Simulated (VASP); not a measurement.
Calculation: PBE GGA, VASP's PBE PAW potentials (set 64) (plane waves; VASP 6.6.1).

Input for VASP

### KPOINTS
```
Regular mesh
0
G
 1 1 1
0 0 0
```

File POSCAR:
```
MgO
1
    0.0000000000     2.1050000000     2.1050000000
    2.1050000000     0.0000000000     2.1050000000
    2.1050000000     2.1050000000     0.0000000000
Mg O
1 1
Direct
  0.0000000000   0.0000000000   0.0000000000
  0.5000000000   0.5000000000   0.5000000000
```

### INCAR
```
SYSTEM  =  MgO
PREC  =  Accurate; ENCUT  =  400; LREAL  =  .FALSE.
LASPH  =  .TRUE.
EDIFF  =  1E-6; NELM  =  100; ALGO  =  Normal
ISMEAR  =  -1; SIGMA  =  0.02
GGA  =  PE
ISIF  =  2
LWAVE  =  .FALSE.; LCHARG  =  .FALSE.
```

POTCAR, in this order: Mg O (PBE.64 set). Program: vasp_std.

What will the output report for the number of irreducible k-points (NKPTS), largest plane-wave count, number of space-group operations, FFT grid (NGX, NGY, NGZ)?

```
Property                                       Value
--------------------------------------  ------------
number of irreducible k-points (NKPTS)             1
largest plane-wave count                         331
number of space-group operations                  48
FFT grid (NGX, NGY, NGZ)                20 × 20 × 20
```

The structure is a typed MgO crystal (Fm-3m). The cell was not relaxed at this level. The k-mesh is coarse (spacing up to 2.58 per Å, 2π included), so the numbers may not be converged in it. The run is one of a series of settings (KPOINTS 1×1×1 Γ-centred mesh against the base run), some of them coarse on purpose.
